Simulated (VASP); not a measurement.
Crystal: CuAu.

```
Cu Au
1.0
     2.85070    0.00000    0.00000
     0.00000    2.85070    0.00000
     0.00000    0.00000    3.58161
Cu Au
1 1
Cartesian
  1.4254 1.4254 1.7908
  0.0000 0.0000 0.0000
```

The cell comes from a database or a generator and needn't be the stable form of this composition.

```yaml
Program: VASP 6.6.1
Task: relaxation of cell and atoms
Functional: PBE
Potentials_or_basis: VASP PAW PBE potentials, release 64 (Cu, Au)
Cutoff: 600 eV
k_mesh: 14 × 14 × 12
Occupations: gaussian, width 0.1 eV
Spin: no spin polarisation
```

At the start: pressure 4.8 GPa; volume 14.55 Å³/atom.

**Question.** How do energy, volume and symmetry change on relaxing?

**Answer.** Over 11 steps the energy falls by 6.6 meV/atom and the volume is 15.00 Å³/atom (+3.1 %); space group P4/mmm (No. 123, to 0.05 Å).

Step by step:
```tsv
step	energy change (eV)	largest force (eV/Å)	pressure (GPa)	volume (Å³)
1	0.0000	0.0000	4.75	29.11
2	-0.0009	0.0000	-3.98	30.96
3	-0.0131	0.0000	0.00	30.02
4	-0.0131	0.0000	-0.09	30.04
5	-0.0131	0.0000	0.04	30.01
6	-0.0131	0.0000	0.15	29.99
7	-0.0131	0.0000	0.11	30.00
8	-0.0131	0.0000	0.08	30.00
9	-0.0132	0.0000	0.17	30.00
10	-0.0132	0.0000	0.05	30.00
11	-0.0132	0.0000	0.04	30.00
```

Final structure:
```xyz
2
Lattice="2.8899 0.0000 0.0000 0.0000 2.8899 0.0000 0.0000 0.0000 3.5928" Properties=species:S:1:pos:R:3 pbc="T T T"
Cu    1.4449    1.4449    1.7964
Au    0.0000    0.0000    0.0000
```
